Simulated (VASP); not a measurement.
OSZICAR of a VASP run on KZnF3 (cubic perovskite):

**OSZICAR**
```
       N       E                     dE             d eps       ncg     rms          rms(c)
DAV:   1     0.449187135753E+03    0.44919E+03   -0.22485E+04  1000   0.200E+03
DAV:   2     0.132551372401E+02   -0.43593E+03   -0.42544E+03  1184   0.489E+02
DAV:   3    -0.216291286442E+02   -0.34884E+02   -0.34753E+02  1192   0.152E+02
DAV:   4    -0.224172133536E+02   -0.78808E+00   -0.78716E+00  1608   0.211E+01
DAV:   5    -0.224269924501E+02   -0.97791E-02   -0.97768E-02  1336   0.193E+00    0.105E+01
DAV:   6    -0.204744652039E+02    0.19525E+01   -0.70414E+00  1487   0.401E+01    0.670E+00
DAV:   7    -0.205224229540E+02   -0.47958E-01   -0.13944E+00  1069   0.816E+00    0.432E+00
DAV:   8    -0.205381257071E+02   -0.15703E-01   -0.58784E-01  1261   0.151E+01    0.161E+00
DAV:   9    -0.205019153411E+02    0.36210E-01   -0.97804E-02  1541   0.917E+00    0.629E-01
DAV:  10    -0.204989325714E+02    0.29828E-02   -0.89372E-02  1480   0.727E+00    0.330E-01
DAV:  11    -0.204983516916E+02    0.58088E-03   -0.14094E-02  1451   0.165E+00    0.116E-01
DAV:  12    -0.204984530443E+02   -0.10135E-03   -0.61348E-04  1109   0.203E-01    0.116E-01
DAV:  13    -0.204984627752E+02   -0.97309E-05   -0.43005E-04  1215   0.672E-01    0.101E-01
DAV:  14    -0.204983640342E+02    0.98741E-04   -0.34043E-04  1374   0.414E-01    0.502E-02
DAV:  15    -0.204983406759E+02    0.23358E-04   -0.15927E-04  1206   0.119E-01    0.173E-02
DAV:  16    -0.204983384764E+02    0.21995E-05   -0.60626E-06  1454   0.558E-02    0.110E-02
DAV:  17    -0.204983369780E+02    0.14984E-05   -0.62954E-06  1296   0.524E-02    0.366E-03
DAV:  18    -0.204983369581E+02    0.19940E-07   -0.23274E-06  1274   0.112E-02    0.104E-03
DAV:  19    -0.204983369531E+02    0.49786E-08   -0.58978E-08   623   0.312E-03
   1 F= -.20498337E+02 E0= -.20498337E+02  d E =-.125565E-13
```

Question: Which electronic solver shows in the log?

Answer: It is blocked Davidson (ALGO = Normal, or the opening steps of other solvers). The INCAR had ALGO = Normal.

Question: Can the final energy be trusted as converged?

Answer: The calculation finished and met its thresholds. It stopped with EDIFF = 1E-7, NELM = 100 (AM05 GGA, plane waves, VASP's PBE PAW potentials (set 64)).

The compound is KZnF3 in the cubic perovskite structure. This cell is one point of a volume scan, at 1.03 of the reference volume.
